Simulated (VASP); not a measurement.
```
CELL_PARAMETERS angstrom
      5.89033     0.00000     0.00000
      0.00000     5.89033     0.00000
      0.00000     0.00000     5.89033
ATOMIC_POSITIONS crystal
  Cd 0.99388 0.99388 0.99388
  Cd 0.50612 0.50612 0.99388
  Cd 0.50612 0.99388 0.50612
  Cd 0.99388 0.50612 0.50612
  Se 0.25000 0.25000 0.25000
  S  0.75000 0.75000 0.25000
  S  0.75000 0.25000 0.75000
  S  0.25000 0.75000 0.75000
```

These are PBEsol GGA, VASP's PBE PAW potentials (set 64) (plane waves; VASP 6.6.1) values and carry that method's errors. Settings: 400 eV cut-off, Gaussian smearing of 0.050 eV, potentials Cd Se S.

What does the run give for the band gap (along the path) with the smallest direct gap where there is one?

| Property | Value |
|---|---|
| band gap (along the path) | 0.85 eV |
| smallest direct gap (along the path) | 0.85 eV |

Only differences to runs with the same potentials and settings are physical.

The structure was generated: Cd4S3Se was put into an ordered model structure (P-43m), which need not be its known phase. It was relaxed first.
